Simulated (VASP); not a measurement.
```yaml
crystal:
  lattice:
    - [4.28117, 0.00000, 0.00000]
    - [0.00000, 4.28117, 0.00000]
    - [0.00000, 0.00000, 6.03879]
  atoms:
    - { symbol: Cd, position: [0.50000, 0.50000, 0.50000] }
    - { symbol: Hg, position: [0.00000, 0.00000, 0.00000] }
    - { symbol: Se, position: [0.00000, 0.50000, 0.25301] }
    - { symbol: Se, position: [0.50000, 0.00000, 0.74699] }
```

Computed with LDA (Ceperley-Alder, Perdew-Zunger), VASP's LDA PAW potentials (set 64) (plane waves; VASP). Run with 400 eV cut-off, Gaussian smearing of 0.050 eV, potentials Cd Hg Se.

Task: Give the energies of bands 8 to 21 at the high-symmetry points, in eV from the Fermi level.

Result: 
```json
[
 {"band": "8", "Γ": "-6.73", "X": "-6.73", "M": "-6.61", "Z": "-6.79", "R": "-6.71", "A": "-6.53"},
 {"band": "9", "Γ": "-6.73", "X": "-6.68", "M": "-6.48", "Z": "-6.79", "R": "-6.53", "A": "-6.47"},
 {"band": "10", "Γ": "-6.54", "X": "-6.42", "M": "-6.35", "Z": "-6.77", "R": "-6.30", "A": "-6.35"},
 {"band": "11", "Γ": "-6.32", "X": "-6.32", "M": "-6.16", "Z": "-6.43", "R": "-6.17", "A": "-6.03"},
 {"band": "12", "Γ": "-6.19", "X": "-6.17", "M": "-6.16", "Z": "-6.19", "R": "-6.14", "A": "-6.03"},
 {"band": "13", "Γ": "-4.76", "X": "-4.62", "M": "-5.14", "Z": "-3.47", "R": "-5.42", "A": "-5.12"},
 {"band": "14", "Γ": "-2.20", "X": "-3.79", "M": "-4.33", "Z": "-2.51", "R": "-4.88", "A": "-4.50"},
 {"band": "15", "Γ": "-2.20", "X": "-2.42", "M": "-2.25", "Z": "-1.39", "R": "-1.05", "A": "-2.61"},
 {"band": "16", "Γ": "-0.35", "X": "-2.29", "M": "-2.17", "Z": "-1.39", "R": "-0.97", "A": "-2.61"},
 {"band": "17", "Γ": "-0.02", "X": "-1.05", "M": "-2.17", "Z": "-1.05", "R": "-0.83", "A": "-2.53"},
 {"band": "18", "Γ": "0.00", "X": "-0.82", "M": "-2.10", "Z": "-1.05", "R": "-0.78", "A": "-2.35"},
 {"band": "19", "Γ": "0.00", "X": "2.70", "M": "2.63", "Z": "2.49", "R": "1.17", "A": "3.85"},
 {"band": "20", "Γ": "2.85", "X": "3.38", "M": "2.83", "Z": "2.89", "R": "2.01", "A": "4.78"},
 {"band": "21", "Γ": "3.17", "X": "5.50", "M": "2.83", "Z": "3.52", "R": "6.10", "A": "5.02"}
]
```

It has no gap at this level: it comes out as a metal or semimetal.

The structure comes from a computed database's CdHgSe2 entry (P-4m2); how it stands against other phases isn't given here. It was relaxed first, which changed the volume by -6 %.
